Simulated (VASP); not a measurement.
Consider the following.

```
CELL_PARAMETERS angstrom
      0.00000     2.82500     2.82500
      2.82500     0.00000     2.82500
      2.82500     2.82500     0.00000
ATOMIC_POSITIONS crystal
  Ga 0.00000 0.00000 0.00000
  As 0.25000 0.25000 0.25000
```

Calculation: PBE GGA, VASP's PBE PAW potentials (set 64) (plane waves; VASP). Run with EDIFF = 1E-3, 400 eV cut-off, 7×7×7 Γ-centred mesh, Gaussian smearing of 0.050 eV, potentials Ga_d As.

**Question.** Give the stress tensor in GPa (positive for a compressed cell).

**Answer.** 
```
2.86  0.00  0.00
0.00  2.86  0.00
0.00  0.00  2.86
```
The pressure is its mean diagonal, 2.86 GPa.

The compound is GaAs in the zinc blende structure. The cell was not relaxed at this level. The run is one of a series of settings (EDIFF = 1E-3 against the base run), some of them coarse on purpose.
